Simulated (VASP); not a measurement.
```
CELL_PARAMETERS angstrom
      1.80069    -3.11888     0.00000
      1.80069     3.11888     0.00000
      0.00000     0.00000     5.58929
ATOMIC_POSITIONS crystal
  Tm 0.33333 0.66667 0.25000
  Tm 0.66667 0.33333 0.75000
```

Method: vdW-DF2, VASP's PBE PAW potentials (set 64) (plane waves; VASP). Numerical set-up: 520 eV cut-off, Gaussian smearing of 0.050 eV, potentials Tm_3.

The 4f electrons are frozen in the core of the lanthanide potential, so 4f levels, which can set the real gap, and their magnetism are missing.

Q: Give the energies of bands 7 to 12 at the high-symmetry points, in eV from the Fermi level.

A: 
| band | Γ | M | K | A | L | H |
|---|---|---|---|---|---|---|
| 7 | -5.55 | -2.15 | -0.88 | -3.94 | -1.97 | -0.61 |
| 8 | -2.24 | -1.33 | -0.88 | -3.94 | -1.97 | -0.61 |
| 9 | 0.99 | -0.83 | -0.73 | 1.09 | 0.11 | -0.41 |
| 10 | 1.88 | -0.21 | -0.50 | 1.09 | 0.11 | -0.41 |
| 11 | 1.88 | 1.56 | 1.20 | 1.79 | 1.43 | 0.44 |
| 12 | 2.35 | 1.56 | 1.20 | 1.79 | 1.43 | 0.44 |

It has no gap at this level: it comes out as a metal or semimetal.

The compound is Tm in the hcp structure. It was relaxed first.
